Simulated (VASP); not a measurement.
Input:

```
WB
1.0
    0.00000     2.65680     2.65680
    2.65680     0.00000     2.65680
    2.65680     2.65680     0.00000
W B
1 1
Cartesian
  0.00000   0.00000   0.00000
  2.65680   2.65680   2.65680
```

All values below come from PBE GGA, VASP's PBE PAW potentials (set 64) (plane waves; VASP). Settings: 520 eV cut-off, 11×11×11 Γ-centred mesh, first-order Methfessel-Paxton smearing of 0.10 eV, potentials W_sv B.

Energy and stress use the plane-wave basis of the starting cell.

Q: The ions, cell shape and volume are relaxed. Give the cell that the relaxation ends in.

A: 
```
WB
1.0
    0.00000     2.23620     2.23620
    2.23620     0.00000     2.23620
    2.23620     2.23620     0.00000
W B
1 1
Direct
  0.00000   0.00000   0.00000
  0.50000   0.50000   0.50000
```
Space group Fm-3m (225), at a tolerance of 0.03 Å.

Q: How do energy and volume change from the first to the last step?

A: The energy (σ→0) changes by -1936.2 meV/atom and the volume by -40.4 %, in 15 ionic steps.

The structure was generated: WB was put into the rock salt type (Fm-3m), which need not be its known phase. This run relaxes it. Symmetry was kept, so distortions that lower it aren't found. The electron count is odd and the run is not spin-polarised, which forces a metal.
